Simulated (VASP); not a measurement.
Method: PBE GGA, VASP's PBE PAW potentials (set 64) (plane waves; VASP 6.6.1).

The input files of a VASP run:

POSCAR:
```
Cu
1.0
  0.0000000000   1.7791291173   1.7791291173
  1.7791291173   0.0000000000   1.7791291173
  1.7791291173   1.7791291173   0.0000000000
Cu
1
direct
  0.0000000000   0.0000000000   0.0000000000
```

INCAR:
```
SIGMA  =  0.1
NSW  =  40
PSTRESS  =  200
SYSTEM  =  Cu
ISIF  =  3   ! ions, shape and volume
LWAVE  =  .FALSE.
GGA  =  PE
IBRION  =  2
EDIFF  =  1E-6
PREC  =  Accurate
LCHARG  =  .FALSE.
ISMEAR  =  1
NELM  =  100   ! most electronic steps
LASPH  =  .TRUE.   ! aspherical one-centre terms
EDIFFG  =  -0.02
ENCUT  =  500   ! plane-wave cut-off (eV)
LMAXMIX  =  4
LREAL  =  .FALSE.
ALGO  =  Normal   ! blocked Davidson
```

**KPOINTS**
```
K-points
0
Gamma
17 17 17
```

POTCAR, in this order: Cu (PBE.64 set). Program: vasp_std.

The run wrote:

**OSZICAR**
```
       N       E                     dE             d eps       ncg     rms          rms(c)
DAV:   1     0.349258268238E+02    0.34926E+02   -0.56579E+03  3067   0.202E+03
DAV:   2    -0.420704700928E+01   -0.39133E+02   -0.37218E+02  3001   0.194E+02
DAV:   3    -0.462548947642E+01   -0.41844E+00   -0.41756E+00  3546   0.293E+01
DAV:   4    -0.462837860098E+01   -0.28891E-02   -0.28888E-02  3659   0.213E+00
DAV:   5    -0.462840762749E+01   -0.29027E-04   -0.29026E-04  3548   0.172E-01    0.774E+00
DAV:   6    -0.404402402994E+01    0.58438E+00   -0.16182E+01  3119   0.948E+01    0.362E+00
DAV:   7    -0.371866605755E+01    0.32536E+00   -0.24197E+00  3189   0.363E+01    0.652E-01
DAV:   8    -0.370523034940E+01    0.13436E-01   -0.54112E-03  4057   0.967E-01    0.244E-01
DAV:   9    -0.370416475274E+01    0.10656E-02   -0.72396E-03  3270   0.185E+00    0.277E-02
DAV:  10    -0.370417001240E+01   -0.52597E-05   -0.22695E-05  4331   0.891E-02    0.115E-02
DAV:  11    -0.370416754719E+01    0.24652E-05   -0.35629E-06  2498   0.425E-02    0.247E-04
DAV:  12    -0.370416772702E+01   -0.17984E-06   -0.47911E-08  1631   0.318E-03
   1 F= -.22982115E+01 E0= -.22982305E+01  d E =-.229821E+01
       N       E                     dE             d eps       ncg     rms          rms(c)
DAV:   1    -0.606958919818E+01   -0.23654E+01   -0.45641E+01  3137   0.161E+02    0.134E+01
DAV:   2    -0.431053166875E+01    0.17591E+01   -0.36608E+01  3093   0.149E+02    0.470E+00
DAV:   3    -0.361089186627E+01    0.69964E+00   -0.45671E+00  3078   0.513E+01    0.164E+00
DAV:   4    -0.355853034857E+01    0.52362E-01   -0.50985E-02  3345   0.398E+00    0.247E-01
DAV:   5    -0.355595292070E+01    0.25774E-02   -0.18477E-02  3367   0.334E+00    0.776E-02
DAV:   6    -0.355588107481E+01    0.71846E-04   -0.26402E-04  4006   0.361E-01    0.149E-02
DAV:   7    -0.355587471608E+01    0.63587E-05   -0.16929E-05  3198   0.910E-02    0.239E-03
DAV:   8    -0.355587546233E+01   -0.74625E-06   -0.22243E-07  1732   0.103E-02
   2 F= -.22887509E+01 E0= -.22887456E+01  d E =0.946060E-02
       N       E                     dE             d eps       ncg     rms          rms(c)
DAV:   1    -0.435530902505E+01   -0.79943E+00   -0.14773E+01  3104   0.107E+02    0.662E+00
DAV:   2    -0.380966688987E+01    0.54564E+00   -0.80335E+00  3116   0.659E+01    0.194E+00
DAV:   3    -0.367828753064E+01    0.13138E+00   -0.10465E+00  3121   0.250E+01    0.103E+00
DAV:   4    -0.365734801808E+01    0.20940E-01   -0.49697E-02  4387   0.372E+00    0.167E-01
DAV:   5    -0.365694286752E+01    0.40515E-03   -0.28343E-03  3262   0.126E+00    0.344E-02
DAV:   6    -0.365693544490E+01    0.74226E-05   -0.27942E-05  4169   0.934E-02    0.739E-03
DAV:   7    -0.365693571710E+01   -0.27220E-06   -0.46659E-06  2118   0.503E-02
   3 F= -.23152786E+01 E0= -.23152778E+01  d E =-.170672E-01
```

### OUTCAR
```
------------------------ aborting loop because EDIFF is reached ----------------------------------------
  FORCE on cell =-STRESS in cart. coord.  units (eV):
  Direction    XX          YY          ZZ          XY          YZ          ZX
  --------------------------------------------------------------------------------------
  Total        1.3328045      1.3328045      1.3328045      0.0000000     -0.0000000      0.0000000
  in kB      198.6803453    198.6803453    198.6803453      0.0000000     -0.0000000      0.0000000
  external PRESSURE =      -1.3196547 kB  Pullay stress =     200.0000000 kB
  volume of cell :       10.75
      direct lattice vectors                 reciprocal lattice vectors
     0.000000000  1.751582944  1.751582944    -0.285456079  0.285456079  0.285456079
     1.751582944 -0.000000000  1.751582944     0.285456079 -0.285456079  0.285456079
     1.751582944  1.751582944 -0.000000000     0.285456079  0.285456079 -0.285456079
 POSITION                                       TOTAL-FORCE (eV/Angst)
 -----------------------------------------------------------------------------------
      0.00000      0.00000      0.00000        -0.000000      0.000000     -0.000000
 -----------------------------------------------------------------------------------
    total drift:                                0.000000     -0.000000      0.000000
  FREE ENERGIE OF THE ION-ELECTRON SYSTEM (eV)
  ---------------------------------------------------
  free  energy   TOTEN  =        -3.6569357171 eV

  energy  without entropy=       -3.6569332530  energy(sigma->0) =       -3.65693490
  enthalpy is  TOTEN    =        -2.3152786213 eV   P V=        1.3416570958

 reached required accuracy - stopping structural energy minimisation
```
(Selected blocks of OUTCAR.)

### CONTCAR
```
Cu
   1.00000000000000
     0.0000000000000000    1.7515829441836290    1.7515829441836290
     1.7515829441836290   -0.0000000000000000    1.7515829441836290
     1.7515829441836290    1.7515829441836290   -0.0000000000000000
  Cu
     1
Direct
     0.0000000000000000    0.0000000000000000    0.0000000000000000
```

Energy and stress use the plane-wave basis of the starting cell.

The compound is Cu in the fcc structure. This run relaxes it under an external pressure of 20 GPa. Symmetry was kept, so distortions that lower it aren't found.
